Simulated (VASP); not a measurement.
Output of a VASP run:

### OSZICAR
```
       N       E                     dE             d eps       ncg     rms          rms(c)
DAV:   1     0.245875877549E+02    0.24588E+02   -0.37137E+03  2644   0.744E+02
DAV:   2    -0.837336785774E+01   -0.32961E+02   -0.31927E+02  4061   0.111E+02
DAV:   3    -0.933593093431E+01   -0.96256E+00   -0.96135E+00  3019   0.229E+01
DAV:   4    -0.934010301874E+01   -0.41721E-02   -0.41712E-02  3288   0.167E+00
DAV:   5    -0.934011255215E+01   -0.95334E-05   -0.95321E-05  2978   0.720E-02    0.337E+00
DAV:   6    -0.932905724237E+01    0.11055E-01   -0.62735E-03  2901   0.610E-01    0.203E+00
DAV:   7    -0.932385077345E+01    0.52065E-02   -0.13296E-02  2815   0.921E-01    0.860E-02
DAV:   8    -0.932397469192E+01   -0.12392E-03   -0.45513E-04  2718   0.161E-01    0.343E-02
DAV:   9    -0.932402367061E+01   -0.48979E-04   -0.75846E-05  3011   0.685E-02    0.120E-02
DAV:  10    -0.932402348163E+01    0.18898E-06   -0.55388E-06  2976   0.159E-02
   1 F= -.93240235E+01 E0= -.93239897E+01  d E =-.101332E-03
```

File OUTCAR:
```
------------------------ aborting loop because EDIFF is reached ----------------------------------------
  FORCE on cell =-STRESS in cart. coord.  units (eV):
  Direction    XX          YY          ZZ          XY          YZ          ZX
  --------------------------------------------------------------------------------------
  Total        0.7562045      1.0639851      1.0346644      0.0000000      0.0000000     -0.0949965
  in kB       28.1392358     39.5921035     38.5010470      0.0000000      0.0000000     -3.5349278
  external PRESSURE =      35.4107954 kB  Pullay stress =       0.0000000 kB
  volume of cell :       43.06
      direct lattice vectors                 reciprocal lattice vectors
     3.680364000 -1.880000000  0.000000000     0.135856127 -0.265957447 -0.118766251
     3.680364000  1.880000000  0.000000000     0.135856127  0.265957447 -0.118766251
     2.720024000  0.000000000  3.111422000     0.000000000  0.000000000  0.321396455
 POSITION                                       TOTAL-FORCE (eV/Angst)
 -----------------------------------------------------------------------------------
      2.28833      0.00000      0.70629         0.281074      0.000000      0.086754
      7.79242      0.00000      2.40513        -0.281074      0.000000     -0.086754
 -----------------------------------------------------------------------------------
    total drift:                               -0.000000      0.000000     -0.000000
  FREE ENERGIE OF THE ION-ELECTRON SYSTEM (eV)
  ---------------------------------------------------
  free  energy   TOTEN  =        -9.3240234816 eV

  energy  without entropy=       -9.3239221496  energy(sigma->0) =       -9.32398970
```
(Selected blocks of OUTCAR.)

### POSCAR
```
As
1
    3.6803640000    -1.8800000000     0.0000000000
    3.6803640000     1.8800000000     0.0000000000
    2.7200240000     0.0000000000     3.1114220000
As
2
Direct
  0.2270000000   0.2270000000   0.2270000000
  0.7730000000   0.7730000000   0.7730000000
```

Task: Write an INCAR and KPOINTS that could have produced this output.

Result: Several could match; the one computed here: the input of the run itself, PBE GGA, plane waves, VASP's PBE PAW potentials (set 64).

KPOINTS:
```
Automatic mesh
0
Gamma
11 11 11
0 0 0
```

INCAR:
```
SYSTEM = As
PREC = Accurate; ENCUT = 400; LREAL = F
LASPH = T
EDIFF = 1E-6; NELM = 100; ALGO = Normal
LMAXMIX = 4
ISMEAR = 1; SIGMA = 0.1
GGA = PE
ISIF = 2
LWAVE = F; LCHARG = F
```

POTCAR, in this order: As (PBE.64 set). Program: vasp_std.

The compound is As in the a7 structure. The cell was not relaxed at this level.
